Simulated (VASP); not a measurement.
Consider the following.

```
CELL_PARAMETERS angstrom
     -0.02832     2.83213     2.83213
      2.83213    -0.02832     2.83213
      2.80380     2.80380     0.00000
ATOMIC_POSITIONS crystal
  Ga 0.99871 0.99871 0.00129
  As 0.25129 0.25129 0.24871
```

All values below come from r2SCAN meta-GGA, VASP's PBE PAW potentials (set 64) (plane waves; VASP). Run with 480 eV cut-off, 8×8×8 Γ-centred mesh, Gaussian smearing of 0.050 eV, potentials Ga_d As.

Q: Estimate the energy per atom (σ→0), band gap (on the k-mesh) with the smallest direct gap where there is one.

A: 
```json
{
 "band gap (on the k-mesh)": "0.86 eV",
 "smallest direct gap (on the k-mesh)": "0.86 eV",
 "energy per atom (σ→0)": "-13.525 eV/atom"
}
```

The compound is GaAs in the zinc blende structure. This cell was strained or had an atom moved on purpose. Symmetry was kept, so distortions that lower it aren't found.
